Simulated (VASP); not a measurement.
All values below come from PBEsol GGA, VASP's PBE PAW potentials (set 64) (plane waves; VASP).

A VASP calculation is set up with these files.

File KPOINTS:
```
kpoints
0
Gamma
  12 12 12
0 0 0
```

**INCAR**
```
SYSTEM = RuS
PREC = Accurate; ENCUT = 400; LREAL = .FALSE.
LASPH = .TRUE.
EDIFF = 1E-6; NELM = 100; ALGO = Normal
LMAXMIX = 4
ISMEAR = 1; SIGMA = 0.1
GGA = PS
IBRION = 2; NSW = 60; ISIF = 3
EDIFFG = -0.01
LWAVE = .FALSE.; LCHARG = .FALSE.
```

POSCAR:
```
RuS
1
   -0.0000000000     2.4181945120     2.4181945120
    2.4181945120    -0.0000000000     2.4181945120
    2.4181945120     2.4181945120    -0.0000000000
Ru S
1 1
Direct
  0.0000000000   0.0000000000   0.0000000000
  0.5000000000   0.5000000000   0.5000000000
```

POTCAR, in this order: Ru_pv S (PBE.64 set). Program: vasp_std.

What VASP printed:

### OSZICAR
```
       N       E                     dE             d eps       ncg     rms          rms(c)
DAV:   1     0.127497071239E+03    0.12750E+03   -0.10090E+04  2048   0.115E+03
DAV:   2    -0.109263538762E+02   -0.13842E+03   -0.13586E+03  2370   0.328E+02
DAV:   3    -0.143408360038E+02   -0.34145E+01   -0.33610E+01  2352   0.536E+01
DAV:   4    -0.143750166310E+02   -0.34181E-01   -0.34170E-01  2616   0.543E+00
DAV:   5    -0.143756509156E+02   -0.63428E-03   -0.63426E-03  2444   0.640E-01    0.175E+01
DAV:   6    -0.140748398507E+02    0.30081E+00   -0.24252E+00  2190   0.161E+01    0.817E+00
DAV:   7    -0.139930027078E+02    0.81837E-01   -0.42827E-01  2184   0.726E+00    0.580E+00
DAV:   8    -0.139789223816E+02    0.14080E-01   -0.41897E-02  2346   0.206E+00    0.427E-01
DAV:   9    -0.139786492467E+02    0.27313E-03   -0.16910E-03  2460   0.317E-01    0.207E-01
DAV:  10    -0.139786416998E+02    0.75469E-05   -0.30094E-04  2394   0.186E-01    0.445E-02
DAV:  11    -0.139786372649E+02    0.44350E-05   -0.23409E-05  2448   0.580E-02    0.130E-02
DAV:  12    -0.139786359589E+02    0.13060E-05   -0.23676E-06  2182   0.133E-02    0.126E-03
DAV:  13    -0.139786359900E+02   -0.31109E-07   -0.18407E-07  1206   0.383E-03
   1 F= -.13978636E+02 E0= -.13977774E+02  d E =-.139786E+02
       N       E                     dE             d eps       ncg     rms          rms(c)
DAV:   1    -0.139837003785E+02   -0.50644E-02   -0.93969E-02  2058   0.381E+00    0.637E-01
DAV:   2    -0.139796736932E+02    0.40267E-02   -0.27675E-02  2052   0.189E+00    0.233E-01
DAV:   3    -0.139786322524E+02    0.10414E-02   -0.24157E-03  2112   0.536E-01    0.863E-02
DAV:   4    -0.139785625840E+02    0.69668E-04   -0.58565E-04  2142   0.214E-01    0.402E-02
DAV:   5    -0.139785718873E+02   -0.93033E-05   -0.13280E-05  2574   0.310E-02    0.202E-02
DAV:   6    -0.139785762941E+02   -0.44068E-05   -0.50702E-06  2268   0.163E-02    0.446E-03
DAV:   7    -0.139785757803E+02    0.51376E-06   -0.50830E-07  1362   0.630E-03
   2 F= -.13978576E+02 E0= -.13977727E+02  d E =0.602097E-04
       N       E                     dE             d eps       ncg     rms          rms(c)
DAV:   1    -0.139805750185E+02   -0.19987E-02   -0.34502E-02  2058   0.231E+00    0.384E-01
DAV:   2    -0.139791259698E+02    0.14490E-02   -0.10371E-02  2046   0.116E+00    0.144E-01
DAV:   3    -0.139787135141E+02    0.41246E-03   -0.92659E-04  2112   0.332E-01    0.540E-02
DAV:   4    -0.139786845238E+02    0.28990E-04   -0.22192E-04  2118   0.126E-01    0.241E-02
DAV:   5    -0.139786846724E+02   -0.14863E-06   -0.64489E-06  2520   0.210E-02
   3 F= -.13978685E+02 E0= -.13977827E+02  d E =-.486824E-04
```

OUTCAR:
```
------------------------ aborting loop because EDIFF is reached ----------------------------------------
  FORCE on cell =-STRESS in cart. coord.  units (eV):
  Direction    XX          YY          ZZ          XY          YZ          ZX
  --------------------------------------------------------------------------------------
  Total        0.0016153      0.0016153      0.0016153      0.0000000     -0.0000000      0.0000000
  in kB        0.0916549      0.0916549      0.0916549      0.0000000     -0.0000000      0.0000000
  external PRESSURE =       0.0916549 kB  Pullay stress =       0.0000000 kB
  volume of cell :       28.24
      direct lattice vectors                 reciprocal lattice vectors
     0.000000000  2.416887754  2.416887754    -0.206877626  0.206877626  0.206877626
     2.416887754 -0.000000000  2.416887754     0.206877626 -0.206877626  0.206877626
     2.416887754  2.416887754 -0.000000000     0.206877626  0.206877626 -0.206877626
 POSITION                                       TOTAL-FORCE (eV/Angst)
 -----------------------------------------------------------------------------------
      0.00000     -0.00000      0.00000        -0.000000     -0.000000     -0.000000
      2.41689      2.41689      2.41689         0.000000      0.000000      0.000000
 -----------------------------------------------------------------------------------
    total drift:                                0.000000     -0.000000     -0.000000
  FREE ENERGIE OF THE ION-ELECTRON SYSTEM (eV)
  ---------------------------------------------------
  free  energy   TOTEN  =       -13.9786846724 eV

  energy  without entropy=      -13.9761113700  energy(sigma->0) =      -13.97782690

 reached required accuracy - stopping structural energy minimisation
```
(Selected blocks of OUTCAR.)

File CONTCAR:
```
RuS
   1.00000000000000
     0.0000000000000000    2.4168877540508862    2.4168877540508862
     2.4168877540508862   -0.0000000000000000    2.4168877540508862
     2.4168877540508862    2.4168877540508862   -0.0000000000000000
  Ru              S
     1     1
Direct
     0.0000000000000000    0.0000000000000000    0.0000000000000000
     0.5000000000000000    0.5000000000000000    0.5000000000000000
```

The structure was generated: RuS was put into the rock salt type (Fm-3m), which need not be its known phase. This run relaxes it. Symmetry was kept, so distortions that lower it aren't found. The start is the result of an earlier pass.
